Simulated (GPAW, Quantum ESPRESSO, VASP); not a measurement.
## Code comparison for MnI2 (P-3m1, 3 atoms in the cell)

Self-consistent single point.

```
MnI2
1.0
    4.16858     0.00000     0.00000
   -2.08429     3.61010     0.00000
    0.00000     0.00000     7.14620
Mn I
1 2
Direct
  0.00000   0.00000   0.00000
  0.33333   0.66667   0.23089
  0.66667   0.33333   0.76911
```
Moments meant for the start (each program seeds them in its own way; μB, in the order of the atoms Mn I I): 4.0 0.0 0.0.

Shared settings, as Quantum ESPRESSO writes them: occupations = smearing; smearing = fd; degauss = 0.0036749 Ry; nspin = 2; K_POINTS = automatic 5 5 3 0 0 0. Potentials and cutoffs stand in the table.

```
code                                                                                model  pressure (GPa)  largest force (eV/Å)  gap on the mesh (eV)  size of the net moment (μB/atom)  cutoff
----------------  -----------------------------------------------------------------------  --------------  --------------------  --------------------  --------------------------------  ------
GPAW                              PBEsol+U, GPAW PAW datasets PBEsol (made by gpaw-setup)           -0.24                 0.033                 2.808                              1.67  850 eV
Quantum ESPRESSO  PBEsol+U, PseudoDojo standard norm-conserving (PBESOL) pseudopotentials            0.08                 0.080                 2.731                              1.67  100 Ry
VASP                                         PBEsol+U, VASP's PBE PAW potentials (set 64)           -0.59                 0.016                 2.628                              1.67  300 eV
```

Hubbard term: atomic; U Mn-3d 4 eV.

Gaps are read on the mesh.

On GPAW's run: spin-orbit coupling is off. With one magnetic atom in the cell only a parallel order is possible. With U or open f shells several self-consistent states can exist.

The spread over the programs that give each value: pressure within 0.67 GPa; largest force within 0.064 eV/Å; gap on the mesh within 0.180 eV; size of the net moment within 0.00 μB/atom.

The same U acts on different projectors in each program, which moves gaps, moments and pressures.

VASP's run is marked for a possible Pulay error in its stress at this cutoff; no cutoff test was made.

The starting cell comes from a database of computed structures (which also holds hypothetical and non-ambient phases and stackings), without a prior relaxation at this level.

Left out of this page: Ansatz (with a known weakness of the program); Elk and SIESTA (not drawn, or without a comparable value).
